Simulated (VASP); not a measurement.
Consider the following.

```xyz
6
Lattice="4.6081 0.0000 0.0000 0.0000 4.6081 0.0000 0.0000 0.0000 3.1638" Properties=species:S:1:pos:R:3 pbc="T T T"
Sn     0.0000     0.0000     0.0000
Sn     2.3040     2.3040     1.5819
O      1.4066     1.4066     0.0000
O      3.7106     0.8975     1.5819
O      0.8975     3.7106     1.5819
O      3.2015     3.2015     0.0000
```

Calculation: PBEsol GGA, VASP's PBE PAW potentials (set 64) (plane waves; VASP 6.6.1). Run with 620 eV cut-off, 5×5×7 Γ-centred mesh, Gaussian smearing of 0.050 eV, potentials Sn_d O.

Energy and stress use the plane-wave basis of the starting cell.

Q: The ions, cell shape and volume at an external pressure of 30.0 GPa are relaxed. What does this cell relax into?

A: 
```xyz
6
Lattice="4.5458 0.0000 0.0000 0.0000 4.5458 0.0000 0.0000 0.0000 3.1460" Properties=species:S:1:pos:R:3 pbc="T T T"
Sn     0.0000     0.0000     0.0000
Sn     2.2729     2.2729     1.5730
O      1.3880     1.3880     0.0000
O      3.6609     0.8849     1.5730
O      0.8849     3.6609     1.5730
O      3.1578     3.1578     0.0000
```
Space group P4_2/mnm (136), at a tolerance of 0.03 Å.

Q: How do energy and volume change from the first to the last step?

A: The energy (σ→0) changes by +56.2 meV/atom and the volume by -3.2 %, in 11 ionic steps.

The compound is SnO2 in the rutile structure. This run relaxes it under an external pressure of 30 GPa. Symmetry was kept, so distortions that lower it aren't found.
